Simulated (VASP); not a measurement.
# TaMo2C3 (P1) in VASP: relaxation of cell and atoms with PBE

Aim: the relaxation of cell and atoms of TaMo2C3 with PBE.

Everything below comes from runs of VASP 6.6.1. Logs are shortened: lines on timing, memory, paths and dates and some standing lists are left out, and cuts for length are marked.

## 1. The crystal as given

The typed cell holds 12 atoms: a = 3.035 Å, b = 2.992 Å, c = 15.794 Å, α = 89.72°, β = 89.68°, γ = 119.04°.

The cell was built by a generator and needn't be a form met in nature.

## 2. Relaxation of cell and atoms, PBE

File INCAR:

```
ALGO = Fast ; EDIFF = 1E-5
EDIFFG = -0.03 ; ENCUT = 520
GGA = PE ; IBRION = 2
ISIF = 3 ; ISMEAR = 0
ISYM = 0 ; KPAR = 4
LASPH = True ; LCHARG = False
LREAL = Auto ; LWAVE = False
NELM = 80 ; NSW = 110
PREC = Normal ; SIGMA = 0.15
```

File KPOINTS:

```
k-points
0
Gamma
  8 8 2
```

File POSCAR:

```
TaMo2C3
1.0
    3.0343160200      0.0376309100      0.0083967200
   -1.4845686800      2.5975270700      0.0073103200
    0.0441201700      0.0698268100     15.7935210400
Ta Mo C
2 4 6
Direct
    0.9860832800      0.9833698200      0.0003319000
    0.9857629200      0.9909203100      0.4986125400
    0.3295201200      0.6848221300      0.6614472100
    0.3370951000      0.6528716400      0.8383815000
    0.6497711700      0.3315166800      0.1661876700
    0.6798717000      0.3407392600      0.3381993400
    0.6881360600      0.3818258600      0.9183676400
    0.3459558700      0.6832291900      0.0808320500
    0.6546086300      0.3378629500      0.7523858400
    0.6856995200      0.3277548200      0.5845587900
    0.3357439300      0.6648022100      0.4147137300
    0.3127910900      0.6524099600      0.2462757500
```

Potentials or basis: VASP PAW PBE potentials, release 64 (Ta_pv, Mo_sv, C).

Command:

```console
> cat potpaw_PBE.64/Ta_pv/POTCAR potpaw_PBE.64/Mo_sv/POTCAR potpaw_PBE.64/C/POTCAR > POTCAR
> mpirun -np 4 vasp_std > vasp.out
```

OUTCAR:

```text
EDIFF = 1E-5
   EDIFFG = -0.03
   ENCUT = 520
   GGA = PE
   IBRION = 2
   ISIF = 3
   ISMEAR = 0
   ISYM = 0
   LASPH = True
   LREAL = Auto
   NELM = 80
   NSW = 110
   PREC = Normal

 ion  position               nearest neighbor table
   1  0.986  0.983  0.000-   7 2.05   8 2.11   8 2.14   7 2.23   8 2.24   7 2.26   4 3.09   4 3.10
                             4 3.11   5 3.11   5 3.16   5 3.17
   2  0.986  0.991  0.499-  10 2.14  11 2.18  10 2.19  11 2.20  11 2.20  10 2.31   6 3.05   6 3.06
                             3 3.08   3 3.09   6 3.12   3 3.16
   3  0.330  0.685  0.661-  10 2.07  10 2.11  10 2.21   9 2.24   9 2.26   9 2.29   4 2.80   2 3.08
                             2 3.09   2 3.16
   4  0.337  0.653  0.838-   7 2.06   9 2.13   7 2.13   9 2.24   9 2.27   7 2.30   3 2.80   1 3.09
                             1 3.10   1 3.11
   5  0.650  0.332  0.166-  12 2.13   8 2.17  12 2.17   8 2.18  12 2.18   8 2.28   6 2.72   1 3.11
                             1 3.16   1 3.17
   6  0.680  0.341  0.338-  11 2.11  11 2.13  11 2.13  12 2.21  12 2.29  12 2.33   5 2.72   2 3.05
                             2 3.06   2 3.12
   7  0.688  0.382  0.918-   1 2.05   4 2.06   4 2.13   1 2.23   1 2.26   4 2.30
   8  0.346  0.683  0.081-   1 2.11   1 2.14   5 2.17   5 2.18   1 2.24   5 2.28
   9  0.655  0.338  0.752-   4 2.13   4 2.24   3 2.24   3 2.26   4 2.27   3 2.29
  10  0.686  0.328  0.585-   3 2.07   3 2.11   2 2.14   2 2.19   3 2.21   2 2.31
  11  0.336  0.665  0.415-   6 2.11   6 2.13   6 2.13   2 2.18   2 2.20   2 2.20
  12  0.313  0.652  0.246-   5 2.13   5 2.17   5 2.18   6 2.21   6 2.29   6 2.33

IMPORTANT INFORMATION: All symmetrisations will be switched off!
NOSYMM: (Re-)initialisation of all symmetry stuff for point group C_1.

----------------------------------------------------------------------------------------

                                     Primitive cell

  volume of cell :     125.3590

  direct lattice vectors                    reciprocal lattice vectors
     3.034316020  0.037630910  0.008396720     0.327248779  0.187037903 -0.001741127
    -1.484568680  2.597527070  0.007310320    -0.004736302  0.382279324 -0.001676914
     0.044120170  0.069826810 15.793521040    -0.000171791 -0.000276385  0.063318805

  length of vectors
     3.034560973  2.991846334 15.793737025     0.376932318  0.382312341  0.063319641

  position of ions in fractional coordinates (direct lattice)
     0.986083280  0.983369820  0.000331900
     0.985762920  0.990920310  0.498612540
     0.329520120  0.684822130  0.661447210
     0.337095100  0.652871640  0.838381500
     0.649771170  0.331516680  0.166187670
     0.679871700  0.340739260  0.338199340
     0.688136060  0.381825860  0.918367640
     0.345955870  0.683229190  0.080832050
     0.654608630  0.337862950  0.752385840
     0.685699520  0.327754820  0.584558790
     0.335743930  0.664802210  0.414713730
     0.312791090  0.652409960  0.246275750

  ion indices of the primitive-cell ions
   primitive index   ion index
                 1           1
                 2           2
                 3           3
                 4           4
                 5           5
                 6           6
                 7           7
                 8           8
                 9           9
                10          10
                11          11
                12          12

----------------------------------------------------------------------------------------

 KPOINTS: k-points

Automatic generation of k-mesh.
 Grid dimensions read from file:
 generate k-points for:    8    8    2

 Generating k-lattice:

  Cartesian coordinates                     Fractional coordinates (reciprocal lattice)
     0.040906097  0.023379738 -0.000217641     0.125000000 -0.000000000  0.000000000
    -0.000592038  0.047784916 -0.000209614     0.000000000  0.125000000  0.000000000
    -0.000085896 -0.000138192  0.031659402    -0.000000000  0.000000000  0.500000000

  Length of vectors
     0.047116540  0.047789043  0.031659821

  Shift w.r.t. Gamma in fractional coordinates (k-lattice)
     0.000000000  0.000000000  0.000000000

 Subroutine IBZKPT returns following result:
 ===========================================

 Found     68 irreducible k-points:

 Following reciprocal coordinates:
            Coordinates               Weight
  0.000000  0.000000  0.000000      1.000000
  0.125000 -0.000000  0.000000      2.000000
  0.250000 -0.000000  0.000000      2.000000
  0.375000 -0.000000  0.000000      2.000000
  0.500000 -0.000000  0.000000      1.000000
  0.000000  0.125000  0.000000      2.000000
[... 16 lines left out ...]
  0.125000  0.375000  0.000000      2.000000
  0.250000  0.375000  0.000000      2.000000
 [... further k-points ...]
   k-points           NKPTS =     68   k-points in BZ     NKDIM =     68   number of bands    NBANDS=     61
   number of dos      NEDOS =    301   number of ions     NIONS =     12
   total plane-waves  NPLWV =  29160
   dimension x,y,z NGX =    18 NGY =   18 NGZ =   90
   dimension x,y,z NGXF=    36 NGYF=   36 NGZF=  180
   ions per type =               2   4   6
   NGX,Y,Z   is equivalent  to a cutoff of   9.86, 10.00,  9.47 a.u.
   NGXF,Y,Z  is equivalent  to a cutoff of  19.72, 20.00, 18.95 a.u.
 SYSTEM =  unknown system
   PREC   = normal    normal or accurate (medium, high low for compatibility)
   ISTART =      0    job   : 0-new  1-cont  2-samecut
   ICHARG =      2    charge: 1-file 2-atom 10-const
   ISPIN  =      1    spin polarized calculation?
   LNONCOLLINEAR =      F non collinear calculations
   LSORBIT =      F    spin-orbit coupling
   LASPH  =      T    aspherical Exc in radial PAW
   ENCUT  =  520.0 eV  38.22 Ry    6.18 a.u.   5.64  5.56 29.37*2*pi/ulx,y,z
   NELM   =     80;   NELMIN=  2; NELMDL= -5     # of ELM steps
   EDIFF  = 0.1E-04   stopping-criterion for ELM
   LREAL  =      T    real-space projection
   EDIFFG = -.3E-01   stopping-criterion for IOM
   NSW    =    110    number of steps for IOM
   IBRION =      2    ionic relax: 0-MD 1-quasi-New 2-CG
   NFREE  =      1    steps in history (QN), initial steepest desc. (CG)
   ISIF   =      3    stress and relaxation
   ISYM   =      0    0-nonsym 1-usesym 2-fastsym
   POTIM  = 0.5000    time-step for ionic-motion
   TEBEG  =    0.0;   TEEND  =   0.0 temperature during run
   PSTRESS=    0.0 pullay stress
   NELECT =     102.0000    total number of electrons
   NUPDOWN=      -1.0000    fix difference up-down
   EMIN   =  10.00;   EMAX   =-10.00  energy-range for DOS
   EFERMI =   0.00;   METHOD = LEGACY
   ISMEAR =     0;   SIGMA  =   0.15  broadening in eV -4-tet -1-fermi 0-gaus
   EFERMI_NEDOS =   21; number of points for ismear=-14 and -15
   IALGO  =     68    algorithm
   IMIX   =      4    mixing-type and parameters
     AMIX     =   0.40;   BMIX     =  1.00
     AMIX_MAG =   1.60;   BMIX_MAG =  1.00
  volume/ion in A,a.u.               =      10.45        70.50
  Fermi-wavevector in a.u.,A,eV,Ry     =   1.528351  2.888164 31.781248  2.335856
  Thomas-Fermi vector in A             =   2.636121
   LORBIT       =      0    0 simple, 1 ext, 2 COOP (PROOUT), +10 PAW based schemes
   GGA     = PE    functional components
   LHFCALC =     F    Hartree Fock is set to
   AEXX    =    0.0000 exact exchange contribution
   IVDW    =     0    specifies the selected vdW correction
   LEPSILON=     F    determine dielectric tensor
   LRPA    =     F    only Hartree local field effects (RPA)
 conjugate gradient relaxation of ions
 non-spin polarized calculation
 RMM-DIIS sequential band-by-band and
 Gauss-broadening in eV      SIGMA  =   0.15
  energy-cutoff  :      520.00
  volume of cell :      125.36
 maximum number of plane-waves:      3407
   NGX = 11   NGY = 11   NGZ = 59

--------------------------------------- Ionic step        1  -------------------------------------------

 number of electron     102.0000029 magnetization

 Free energy of the ion-electron system (eV)
  ---------------------------------------------------
  ext. energy  EPLUGINS =         0.00000000
  ---------------------------------------------------
  free energy    TOTEN  =      -124.86548587 eV

  energy without entropy =     -124.83317916  energy(sigma->0) =     -124.84933251

------------------------ aborting loop because EDIFF is reached ----------------------------------------

  FORCE on cell =-STRESS in cart. coord.  units (eV):
  Direction    XX          YY          ZZ          XY          YZ          ZX
  --------------------------------------------------------------------------------------
  -------------------------------------------------------------------------------------
  Total        5.7544102      7.7730285     10.2216917     -4.3373471     -0.3839272     -1.2068392
  in kB       73.5454470     99.3448217    130.6404765    -55.4343753     -4.9068622    -15.4242618
  external PRESSURE =     101.1769151 kB  Pullay stress =       0.0000000 kB
[... 119 lines left out ...]
  FREE ENERGIE OF THE ION-ELECTRON SYSTEM (eV)
  ---------------------------------------------------
  free  energy   TOTEN  =      -125.3874504847 eV

  energy  without entropy=     -125.3564313164  energy(sigma->0) =     -125.37194090

[... ionic steps 4 to 11 ...]

--------------------------------------- Ionic step       12  -------------------------------------------

 number of electron     101.9999967 magnetization

------------------------ aborting loop because EDIFF is reached ----------------------------------------

  FORCE on cell =-STRESS in cart. coord.  units (eV):
  Direction    XX          YY          ZZ          XY          YZ          ZX
  --------------------------------------------------------------------------------------
  -------------------------------------------------------------------------------------
  Total       -0.1834948     -0.2451901     -0.2454278      0.0637427     -0.1113425      0.0808600
  in kB       -2.2933601     -3.0644422     -3.0674129      0.7966710     -1.3915843      1.0106074
  external PRESSURE =      -2.8084051 kB  Pullay stress =       0.0000000 kB
[... 77 lines left out ...]
  energy  without entropy=     -125.5331986453  energy(sigma->0) =     -125.54708099

--------------------------------------- Ionic step       14  -------------------------------------------

 number of electron     101.9999967 magnetization

 Free energy of the ion-electron system (eV)
  ---------------------------------------------------
  ext. energy  EPLUGINS =         0.00000000
  ---------------------------------------------------
  free energy    TOTEN  =      -125.56137911 eV

  energy without entropy =     -125.53361283  energy(sigma->0) =     -125.54749597

 E-fermi :  11.2282     XC(G=0): -13.3950

 val. band max:       11.1631533673   @ k =   0.0000   0.0000   0.0000
 cond. band min:      11.3492957686   @ k =  -0.3750   0.2500   0.5000
 fundamental gap:      0.1861424013
 Fermi energy:        11.2281793275

 k-point     1 :       0.0000    0.0000    0.0000
  band No.  band energies     occupation
      1     -50.6623      2.00000
      2     -50.6592      2.00000
      3     -50.6158      2.00000
      4     -50.6127      2.00000
      5     -25.1875      2.00000
      6     -25.0947      2.00000
[... 1525 lines left out ...]
     60      13.8245      0.00000
     61      13.9164      0.00000

 [... further k-points ...]

------------------------ aborting loop because EDIFF is reached ----------------------------------------

  FORCE on cell =-STRESS in cart. coord.  units (eV):
  Direction    XX          YY          ZZ          XY          YZ          ZX
  --------------------------------------------------------------------------------------
  -------------------------------------------------------------------------------------
  Total       -0.0094301     -0.0408596     -0.0495562      0.0256258     -0.0513354      0.0426900
  in kB       -0.1179476     -0.5110566     -0.6198303      0.3205182     -0.6420846      0.5339503
  external PRESSURE =      -0.4162782 kB  Pullay stress =       0.0000000 kB
[... 27 lines left out ...]
  FREE ENERGIE OF THE ION-ELECTRON SYSTEM (eV)
  ---------------------------------------------------
  free  energy   TOTEN  =      -125.5613791123 eV

  energy  without entropy=     -125.5336128331  energy(sigma->0) =     -125.54749597

 reached required accuracy - stopping structural energy minimisation
```

Wall time 8.2 min (4 MPI ranks of AMD EPYC 9R45 (Zen 5), shared host); peak memory 0.38 GiB.

What came out:

```
Free energy                            : -125.5614 eV
Relaxed volume                         : 10.67 Å³/atom
Relaxed cell                           : a = 3.043 Å, b = 3.043 Å, c = 15.975 Å, α = 89.99°, β = 90.01°, γ = 120.00°
Space group after relaxing (to 0.05 Å) : P6_3/mmc (No. 194)
Energy gained by relaxing              : 58.0 meV/atom
Ionic steps                            : 14
Pressure after relaxing                : 0.0 GPa
Largest force after relaxing           : 0.029 eV/Å
Band gap on the k mesh                 : none (metal or under the smearing width)
```

Forces on the atoms (eV/Å):
```
Ta   0.012 -0.007  0.004
Ta  -0.013  0.004  0.006
Mo  -0.005  0.000  0.023
Mo   0.001 -0.024 -0.017
Mo  -0.010 -0.016  0.000
Mo   0.009  0.019 -0.014
C    0.012 -0.008  0.018
C   -0.006 -0.003  0.003
C   -0.003 -0.007 -0.007
C   -0.012  0.005 -0.006
C    0.000  0.019 -0.010
C    0.016  0.016  0.001
```

Stress tensor (GPa, compression positive):
```
-0.01  0.03  0.05
 0.03 -0.05 -0.06
 0.05 -0.06 -0.06
```

The path:
```
step  energy change (eV)  largest force (eV/Å)  pressure (GPa)  volume (Å³)
   1              0.0000                2.6510           10.12       125.36
   2              0.0573                0.8894          -20.54       137.66
   3             -0.5220                0.8216           -6.71       131.00
   4             -0.6122                0.6041            5.28       126.19
   5             -0.6713                0.3662            0.33       127.99
   6             -0.6886                0.1598            0.04       128.07
   7             -0.6889                0.2106            0.02       128.08
   8             -0.6931                0.0873           -0.08       128.12
   9             -0.6933                0.1015           -0.12       128.12
  10             -0.6947                0.0492            0.15       128.00
  11             -0.6949                0.0532            0.36       127.93
  12             -0.6955                0.0393           -0.28       128.19
  13             -0.6955                0.0390           -0.21       128.15
  14             -0.6959                0.0292           -0.04       128.10
```

Final structure:
```
Ta Mo C
1.0
     3.04260   -0.00015   -0.00033
    -1.52150    2.63542    0.00021
    -0.00242    0.00020   15.97545
Ta Mo C
2 4 6
Direct
  0.99925 0.00623 0.99997
  0.99969 0.99913 0.50006
  0.33344 0.66914 0.66272
  0.33365 0.67255 0.83730
  0.66562 0.33666 0.16276
  0.66404 0.33264 0.33734
  0.66641 0.33952 0.91671
  0.33284 0.67159 0.08322
  0.66706 0.33783 0.75004
  0.66663 0.33396 0.58329
  0.33175 0.66565 0.41684
  0.33065 0.66722 0.25004
```

Levels at points of the mesh, in eV from the Fermi level:
```
           k point  band 47  band 48  band 49  band 50  band 51  band 52  band 53  band 54
(0.00, 0.00, 0.00)    -1.67    -1.67    -0.77    -0.77    -0.43    -0.42    -0.16    -0.06
(0.50, 0.00, 0.00)    -2.05    -1.77    -1.47    -0.48     0.15     1.14     1.28     1.38
(0.00, 0.50, 0.00)    -2.04    -1.77    -1.48    -0.49     0.13     1.12     1.28     1.38
(0.50, 0.50, 0.00)    -2.05    -1.77    -1.47    -0.49     0.14     1.13     1.28     1.38
(0.00, 0.00, 0.50)    -1.30    -1.29    -1.29    -1.29    -0.13    -0.13    -0.13    -0.13
(0.50, 0.00, 0.50)    -2.22    -2.22    -1.04    -1.04     0.74     0.74     1.36     1.36
(0.00, 0.50, 0.50)    -2.22    -2.22    -1.05    -1.05     0.72     0.72     1.36     1.36
(0.50, 0.50, 0.50)    -2.22    -2.22    -1.04    -1.04     0.73     0.73     1.36     1.36
```
